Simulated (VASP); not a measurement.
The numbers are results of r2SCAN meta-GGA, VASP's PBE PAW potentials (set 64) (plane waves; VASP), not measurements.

A VASP calculation is set up with these files.

### POSCAR
```
CdSe
3.062970
  0.0000000000   0.9799999142   0.9999999124
  0.9999999124   0.0000000000   0.9999999124
  0.9999999124   0.9799999142   0.0000000000
Cd Se
1 1
Cartesian
  0.0000000000   0.0000000000   0.0000000000
  0.4999999562   0.4899999571   0.4999999562
```

INCAR:
```
SYSTEM = CdSe
PREC = Accurate
ENCUT = 480
EDIFF = 1E-7
NELM = 100
ALGO = Normal
LREAL = .FALSE.
LASPH = .TRUE.
ISMEAR = 0
SIGMA = 0.05
METAGGA = R2SCAN
LMIXTAU = .TRUE.
LMAXMIX = 4
LWAVE = .FALSE.
LCHARG = .FALSE.
ISIF = 2
```

KPOINTS:
```
Automatic mesh
0
Gamma
8 8 8
0 0 0
```

POTCAR, in this order: Cd Se (PBE.64 set). Program: vasp_std.

Q: What will the output report for the number of irreducible k-points (NKPTS), number of bands (NBANDS), largest plane-wave count, number of space-group operations, FFT grid (NGX, NGY, NGZ)?

A: 
```
Item                                           Value
--------------------------------------  ------------
number of irreducible k-points (NKPTS)            59
number of bands (NBANDS)                          13
largest plane-wave count                        1359
number of space-group operations                   8
FFT grid (NGX, NGY, NGZ)                32 × 32 × 32
```

The compound is CdSe in the zinc blende structure, whereas wurtzite is the usual form. This cell was strained or had an atom moved on purpose.
